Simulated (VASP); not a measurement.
# GaGe3 (Fm-3m) in VASP: further runs

Runs on GaGe3. Level: PBE. Tasks: single point.

Program: VASP 6.6.1. These are calculated values, not measurements. Logs are shortened: lines on timing, memory, paths and dates and some standing lists are left out, and cuts for length are marked.

### 1 Starting point

Symmetry: Fm-3m, No. 225, cubic system. The conventional cell has a = 6.774 Å, b = 6.774 Å, c = 6.774 Å, α = 90.00°, β = 90.00°, γ = 90.00°. Ga (site symmetry m-3m) has 8 Ge at 2.93 Å as nearest neighbours. Around Ge (site symmetry -43m) lie 4 Ga at 2.93 Å and 4 Ge at 2.93 Å. Around Ge (site symmetry m-3m) lie 8 Ge at 2.93 Å.

The cell comes from a database or a generator and needn't be the stable form of this composition.

### 2 Single point, PBE

The input, INCAR:

```
SYSTEM = GaGe3
PREC = Accurate ; ENCUT = 520
EDIFF = 1E-6 ; ISMEAR = 1
SIGMA = 0.3 ; LREAL = .False.
LASPH = .True. ; NELM = 100
ALGO = Fast ; ISIF = 2
LWAVE = .False. ; LCHARG = .False.
GGA = PE ; NBANDS = 36
```

The input, KPOINTS:

```
regular mesh
0
Gamma
  6 6 6
  0 0 0
```

The input, POSCAR:

```
GaGe3
1.0
    0.0000000000      3.3871670000      3.3871670000
    3.3871670000      0.0000000000      3.3871670000
    3.3871670000      3.3871670000      0.0000000000
Ga Ge
1 3
Direct
    0.0000000000      0.0000000000      0.0000000000
    0.2500000000      0.2500000000      0.2500000000
    0.7500000000      0.7500000000      0.7500000000
    0.5000000000      0.5000000000      0.5000000000
```

Potentials or basis: VASP PAW PBE potentials, release 64 (Ga_d, Ge_d).

The run is started by

```bash
$ cat potpaw_PBE.64/Ga_d/POTCAR potpaw_PBE.64/Ge_d/POTCAR > POTCAR
$ mpirun -np 1 vasp_std > vasp.out
```

OUTCAR:

```text
SYSTEM = GaGe3
   PREC = Accurate
   ENCUT = 520
   EDIFF = 1E-6
   ISMEAR = 1
   LREAL = .False.
   LASPH = .True.
   NELM = 100
   ISIF = 2
   GGA = PE

 ion  position               nearest neighbor table
   1  0.000  0.000  0.000-
   2  0.250  0.250  0.250-
   3  0.750  0.750  0.750-
   4  0.500  0.500  0.500-

  LATTYP: Found a face centered cubic cell.
 ALAT       =     6.7743340000

  Lattice vectors:

 A1 = (   0.0000000000,   3.3871670000,   3.3871670000)
 A2 = (   3.3871670000,   0.0000000000,   3.3871670000)
 A3 = (   3.3871670000,   3.3871670000,   0.0000000000)

Analysis of symmetry for initial positions (statically):
=====================================================================
 Subroutine PRICEL returns:
 Original cell was already a primitive cell.

 Routine SETGRP: Setting up the symmetry group for a
 face centered cubic supercell.

 Subroutine GETGRP returns: Found 48 space group operations
 (whereof 48 operations were pure point group operations)
 out of a pool of 48 trial point group operations.

The static configuration has the point symmetry O_h .

Analysis of symmetry for dynamics (positions and initial velocities):
=====================================================================
 Subroutine PRICEL returns:
 Original cell was already a primitive cell.

 Routine SETGRP: Setting up the symmetry group for a
 face centered cubic supercell.

 Subroutine GETGRP returns: Found 48 space group operations
 (whereof 48 operations were pure point group operations)
 out of a pool of 48 trial point group operations.

The dynamic configuration has the point symmetry O_h .

 Subroutine INISYM returns: Found 48 space group operations
 (whereof 48 operations are pure point group operations),
 and found     1 'primitive' translations

----------------------------------------------------------------------------------------

                                     Primitive cell

  volume of cell :      77.7213

  direct lattice vectors                    reciprocal lattice vectors
     0.000000000  3.387167000  3.387167000    -0.147615987  0.147615987  0.147615987
     3.387167000  0.000000000  3.387167000     0.147615987 -0.147615987  0.147615987
     3.387167000  3.387167000  0.000000000     0.147615987  0.147615987 -0.147615987

  length of vectors
     4.790177509  4.790177509  4.790177509     0.255678390  0.255678390  0.255678390

  position of ions in fractional coordinates (direct lattice)
     0.000000000  0.000000000  0.000000000
     0.250000000  0.250000000  0.250000000
     0.750000000  0.750000000  0.750000000
     0.500000000  0.500000000  0.500000000

  ion indices of the primitive-cell ions
   primitive index   ion index
                 1           1
                 2           2
                 3           3
                 4           4

----------------------------------------------------------------------------------------

 KPOINTS: regular mesh

Automatic generation of k-mesh.
 Grid dimensions read from file:
 generate k-points for:    6    6    6

 Generating k-lattice:

  Cartesian coordinates                     Fractional coordinates (reciprocal lattice)
    -0.024602665  0.024602665  0.024602665     0.166666667  0.000000000  0.000000000
     0.024602665 -0.024602665  0.024602665     0.000000000  0.166666667  0.000000000
     0.024602665  0.024602665 -0.024602665     0.000000000  0.000000000  0.166666667

  Length of vectors
     0.042613065  0.042613065  0.042613065

  Shift w.r.t. Gamma in fractional coordinates (k-lattice)
     0.000000000  0.000000000  0.000000000

 Subroutine IBZKPT returns following result:
 ===========================================

 Found     16 irreducible k-points:

 Following reciprocal coordinates:
            Coordinates               Weight
  0.000000  0.000000  0.000000      1.000000
  0.166667  0.000000  0.000000      8.000000
  0.333333  0.000000  0.000000      8.000000
  0.500000  0.000000  0.000000      4.000000
  0.166667  0.166667  0.000000      6.000000
  0.333333  0.166667  0.000000     24.000000
[... 8 lines left out ...]
 -0.333333  0.333333  0.166667     24.000000
 -0.333333  0.500000  0.166667     12.000000
   k-points           NKPTS =     16   k-points in BZ     NKDIM =     16   number of bands    NBANDS=     36
   number of dos      NEDOS =    301   number of ions     NIONS =      4
   total plane-waves  NPLWV =  46656
   dimension x,y,z NGX =    36 NGY =   36 NGZ =   36
   dimension x,y,z NGXF=    72 NGYF=   72 NGZF=   72
   ions per type =               1   3
   NGX,Y,Z   is equivalent  to a cutoff of  12.49, 12.49, 12.49 a.u.
   NGXF,Y,Z  is equivalent  to a cutoff of  24.99, 24.99, 24.99 a.u.
 SYSTEM =  GaGe3
   PREC   = accura    normal or accurate (medium, high low for compatibility)
   ISTART =      0    job   : 0-new  1-cont  2-samecut
   ICHARG =      2    charge: 1-file 2-atom 10-const
   ISPIN  =      1    spin polarized calculation?
   LNONCOLLINEAR =      F non collinear calculations
   LSORBIT =      F    spin-orbit coupling
   LASPH  =      T    aspherical Exc in radial PAW
   ENCUT  =  520.0 eV  38.22 Ry    6.18 a.u.   8.91  8.91  8.91*2*pi/ulx,y,z
   NELM   =    100;   NELMIN=  2; NELMDL= -5     # of ELM steps
   EDIFF  = 0.1E-05   stopping-criterion for ELM
   LREAL  =      F    real-space projection
   EDIFFG = 0.1E-04   stopping-criterion for IOM
   NSW    =      0    number of steps for IOM
   IBRION =     -1    ionic relax: 0-MD 1-quasi-New 2-CG
   NFREE  =      0    steps in history (QN), initial steepest desc. (CG)
   ISIF   =      2    stress and relaxation
   ISYM   =      2    0-nonsym 1-usesym 2-fastsym
   POTIM  = 0.5000    time-step for ionic-motion
   TEBEG  =    0.0;   TEEND  =   0.0 temperature during run
   PSTRESS=    0.0 pullay stress
   NELECT =      55.0000    total number of electrons
   NUPDOWN=      -1.0000    fix difference up-down
   EMIN   =  10.00;   EMAX   =-10.00  energy-range for DOS
   EFERMI =   0.00;   METHOD = LEGACY
   ISMEAR =     1;   SIGMA  =   0.30  broadening in eV -4-tet -1-fermi 0-gaus
   EFERMI_NEDOS =   21; number of points for ismear=-14 and -15
   IALGO  =     68    algorithm
   IMIX   =      4    mixing-type and parameters
     AMIX     =   0.40;   BMIX     =  1.00
     AMIX_MAG =   1.60;   BMIX_MAG =  1.00
  volume/ion in A,a.u.               =      19.43       131.12
  Fermi-wavevector in a.u.,A,eV,Ry     =   1.458867  2.756859 28.957195  2.128294
  Thomas-Fermi vector in A             =   2.575501
   LORBIT       =      0    0 simple, 1 ext, 2 COOP (PROOUT), +10 PAW based schemes
   GGA     = PE    functional components
   LHFCALC =     F    Hartree Fock is set to
   AEXX    =    0.0000 exact exchange contribution
   IVDW    =     0    specifies the selected vdW correction
   LEPSILON=     F    determine dielectric tensor
   LRPA    =     F    only Hartree local field effects (RPA)
 non-spin polarized calculation
 RMM-DIIS sequential band-by-band and
 Methfessel and Paxton  Order N= 1 SIGMA  =   0.30
  energy-cutoff  :      520.00
  volume of cell :       77.72
 maximum number of plane-waves:      2121
   NGX = 17   NGY = 17   NGZ = 17

 number of electron      55.0000038 magnetization

 Free energy of the ion-electron system (eV)
  ---------------------------------------------------
  ext. energy  EPLUGINS =         0.00000000
  ---------------------------------------------------
  free energy    TOTEN  =       -15.27678432 eV

  energy without entropy =      -15.29400080  energy(sigma->0) =      -15.28252314

 E-fermi :   6.0703     XC(G=0): -11.0832

 val. band max:        5.9999847537   @ k =   0.1667   0.1667   0.0000
 cond. band min:       6.2123359241   @ k =  -0.3333   0.3333   0.0000
 fundamental gap:      0.2123511704
 Fermi energy:         6.0702868581

 k-point     1 :       0.0000    0.0000    0.0000
  band No.  band energies     occupation
      1     -18.5414      2.00000
      2     -18.5414      2.00000
      3     -18.5258      2.00000
      4     -18.5258      2.00000
      5     -18.5258      2.00000
      6     -18.5258      2.00000
[... 28 lines left out ...]
     35      10.9001     -0.00000
     36      15.8760      0.00000

 k-point     2 :       0.1667    0.0000    0.0000
  band No.  band energies     occupation
      1     -18.5372      2.00000
      2     -18.5372      2.00000
      3     -18.5349      2.00000
      4     -18.5320      2.00000
      5     -18.5320      2.00000
      6     -18.5204      2.00000
[... 28 lines left out ...]
     35      12.0471     -0.00000
     36      13.9339      0.00000

 k-point     3 :       0.3333    0.0000    0.0000
  band No.  band energies     occupation
      1     -18.5379      2.00000
      2     -18.5379      2.00000
      3     -18.5348      2.00000
      4     -18.5258      2.00000
      5     -18.5258      2.00000
      6     -18.5169      2.00000
[... 28 lines left out ...]
     35      13.0132      0.00000
     36      13.0475      0.00000

 k-point     4 :       0.5000    0.0000    0.0000
  band No.  band energies     occupation
      1     -18.5401      2.00000
      2     -18.5401      2.00000
      3     -18.5294      2.00000
      4     -18.5159      2.00000
      5     -18.5156      2.00000
      6     -18.5156      2.00000
[... 28 lines left out ...]
     35      12.6572      0.00000
     36      13.9539      0.00000

 k-point     5 :       0.1667    0.1667    0.0000
  band No.  band energies     occupation
      1     -18.5386      2.00000
      2     -18.5367      2.00000
      3     -18.5367      2.00000
      4     -18.5341      2.00000
      5     -18.5261      2.00000
      6     -18.5223      2.00000
[... 343 lines left out ...]
 k-point    14 :       0.5000    0.3333    0.1667
  band No.  band energies     occupation
      1     -18.5413      2.00000
      2     -18.5392      2.00000
      3     -18.5282      2.00000
      4     -18.5274      2.00000
      5     -18.5265      2.00000
      6     -18.5171      2.00000
[... 28 lines left out ...]
     35      12.4338      0.00000
     36      13.6185      0.00000

 k-point    15 :      -0.3333    0.3333    0.1667
  band No.  band energies     occupation
      1     -18.5398      2.00000
      2     -18.5367      2.00000
      3     -18.5324      2.00000
      4     -18.5240      2.00000
      5     -18.5226      2.00000
      6     -18.5190      2.00000
[... 28 lines left out ...]
     35      13.2196      0.00000
     36      13.5098      0.00000

 k-point    16 :      -0.3333    0.5000    0.1667
  band No.  band energies     occupation
      1     -18.5404      2.00000
      2     -18.5391      2.00000
      3     -18.5296      2.00000
      4     -18.5293      2.00000
      5     -18.5239      2.00000
      6     -18.5200      2.00000
[... 28 lines left out ...]
     35      12.5864      0.00000
     36      12.6601      0.00000

------------------------ aborting loop because EDIFF is reached ----------------------------------------

  FORCE on cell =-STRESS in cart. coord.  units (eV):
  Direction    XX          YY          ZZ          XY          YZ          ZX
  --------------------------------------------------------------------------------------
  -------------------------------------------------------------------------------------
  Total        0.2000970      0.2000970      0.2000970     -0.0000000      0.0000000     -0.0000000
  in kB        4.1248805      4.1248805      4.1248805     -0.0000000      0.0000000     -0.0000000
  external PRESSURE =       4.1248805 kB  Pullay stress =       0.0000000 kB

 VOLUME and BASIS-vectors are now :
 -----------------------------------------------------------------------------
  energy-cutoff  :      520.00
  volume of cell :       77.72
      direct lattice vectors                 reciprocal lattice vectors
     0.000000000  3.387167000  3.387167000    -0.147615987  0.147615987  0.147615987
     3.387167000  0.000000000  3.387167000     0.147615987 -0.147615987  0.147615987
     3.387167000  3.387167000  0.000000000     0.147615987  0.147615987 -0.147615987

 POSITION                                       TOTAL-FORCE (eV/Angst)
 -----------------------------------------------------------------------------------
      0.00000      0.00000      0.00000        -0.000000      0.000000     -0.000000
      1.69358      1.69358      1.69358        -0.000000     -0.000000     -0.000000
      5.08075      5.08075      5.08075         0.000000      0.000000      0.000000
      3.38717      3.38717      3.38717        -0.000000      0.000000     -0.000000
 -----------------------------------------------------------------------------------
    total drift:                                0.000000      0.000000      0.000000

  FREE ENERGIE OF THE ION-ELECTRON SYSTEM (eV)
  ---------------------------------------------------
  free  energy   TOTEN  =       -15.2767843153 eV

  energy  without entropy=      -15.2940008036  energy(sigma->0) =      -15.28252314
```

Run time: 31 s. Hardware: 1 thread of Intel Xeon Platinum 8488C (Sapphire Rapids), shared host; peak memory 0.21 GiB.

Results:

```yaml
Free_energy: -15.2768 eV
Pressure: 0.4 GPa
Band_gap_on_the_k_mesh: none (metal or under the smearing width)
```

### 3 Single point, PBE

The input, INCAR:

```
PREC = Accurate
ENCUT = 520
EDIFF = 1E-6
ISMEAR = 1
SIGMA = 0.2
LREAL = False
LASPH = True
NELM = 100
ALGO = Fast
ISIF = 2
LWAVE = False
LCHARG = False
GGA = PE
NBANDS = 36
```

The input, KPOINTS:

```
regular mesh
0
Gamma
  6 6 6
```

POSCAR is that of step 2.

Potentials or basis: VASP PAW PBE potentials, release 64 (Ga_d, Ge_d).

The run is started by

```bash
$ cat potpaw_PBE.64/Ga_d/POTCAR potpaw_PBE.64/Ge_d/POTCAR > POTCAR
$ mpirun -np 1 vasp_std > vasp.out
```

OUTCAR:

```text
PREC = Accurate
   ENCUT = 520
   EDIFF = 1E-6
   ISMEAR = 1
   LREAL = False
   LASPH = True
   NELM = 100
   ISIF = 2
   GGA = PE

 ion  position               nearest neighbor table
   1  0.000  0.000  0.000-
   2  0.250  0.250  0.250-
   3  0.750  0.750  0.750-
   4  0.500  0.500  0.500-

  LATTYP: Found a face centered cubic cell.
 ALAT       =     6.7743340000

  Lattice vectors:

 A1 = (   0.0000000000,   3.3871670000,   3.3871670000)
 A2 = (   3.3871670000,   0.0000000000,   3.3871670000)
 A3 = (   3.3871670000,   3.3871670000,   0.0000000000)

Analysis of symmetry for initial positions (statically):
=====================================================================
 Subroutine PRICEL returns:
 Original cell was already a primitive cell.

 Routine SETGRP: Setting up the symmetry group for a
 face centered cubic supercell.

 Subroutine GETGRP returns: Found 48 space group operations
[... 156 lines left out ...]
  ext. energy  EPLUGINS =         0.00000000
  ---------------------------------------------------
  free energy    TOTEN  =       -15.28468302 eV

  energy without entropy =      -15.30293439  energy(sigma->0) =      -15.29076681

 E-fermi :   6.0700     XC(G=0): -11.0830

 val. band max:        6.0043665355   @ k =   0.1667   0.1667   0.0000
 cond. band min:       6.2128160229   @ k =   0.3333   0.1667   0.0000
 fundamental gap:      0.2084494874
 Fermi energy:         6.0699615236

 k-point     1 :       0.0000    0.0000    0.0000
  band No.  band energies     occupation
      1     -18.5467      2.00000
      2     -18.5467      2.00000
      3     -18.5327      2.00000
      4     -18.5327      2.00000
      5     -18.5327      2.00000
      6     -18.5291      2.00000
[... 613 lines left out ...]
     35      12.5854      0.00000
     36      12.6604      0.00000

------------------------ aborting loop because EDIFF is reached ----------------------------------------

  FORCE on cell =-STRESS in cart. coord.  units (eV):
  Direction    XX          YY          ZZ          XY          YZ          ZX
  --------------------------------------------------------------------------------------
  -------------------------------------------------------------------------------------
  Total        0.2590824      0.2590824      0.2590824      0.0000000      0.0000000     -0.0000000
  in kB        5.3408286      5.3408286      5.3408286      0.0000000      0.0000000     -0.0000000
  external PRESSURE =       5.3408286 kB  Pullay stress =       0.0000000 kB

 VOLUME and BASIS-vectors are now :
 -----------------------------------------------------------------------------
  energy-cutoff  :      520.00
  volume of cell :       77.72
      direct lattice vectors                 reciprocal lattice vectors
     0.000000000  3.387167000  3.387167000    -0.147615987  0.147615987  0.147615987
     3.387167000  0.000000000  3.387167000     0.147615987 -0.147615987  0.147615987
     3.387167000  3.387167000  0.000000000     0.147615987  0.147615987 -0.147615987

 POSITION                                       TOTAL-FORCE (eV/Angst)
 -----------------------------------------------------------------------------------
      0.00000      0.00000      0.00000        -0.000000      0.000000     -0.000000
      1.69358      1.69358      1.69358        -0.000000      0.000000     -0.000000
      5.08075      5.08075      5.08075         0.000000     -0.000000      0.000000
      3.38717      3.38717      3.38717        -0.000000      0.000000     -0.000000
 -----------------------------------------------------------------------------------
    total drift:                                0.000000      0.000000      0.000000

  FREE ENERGIE OF THE ION-ELECTRON SYSTEM (eV)
  ---------------------------------------------------
  free  energy   TOTEN  =       -15.2846830150 eV

  energy  without entropy=      -15.3029343888  energy(sigma->0) =      -15.29076681
```

stdout:

```text
POSCAR found type information on POSCAR GaGe
 POSCAR found :  2 types and       4 ions
 scaLAPACK will be used
 LDA part: xc-table for (Slater+PW92), standard interpolation
 POSCAR, INCAR and KPOINTS ok, starting setup
 FFT: planning ... GRIDC
 FFT: planning ... GRID_SOFT
 FFT: planning ... GRID
 WAVECAR not read
 entering main loop
```

It took 33 s on 1 thread of Intel Xeon Platinum 8488C (Sapphire Rapids), shared host; peak memory 0.21 GiB.

Results:

```yaml
Free_energy: -15.2847 eV
Pressure: 0.5 GPa
Band_gap_on_the_k_mesh: none (metal or under the smearing width)
```
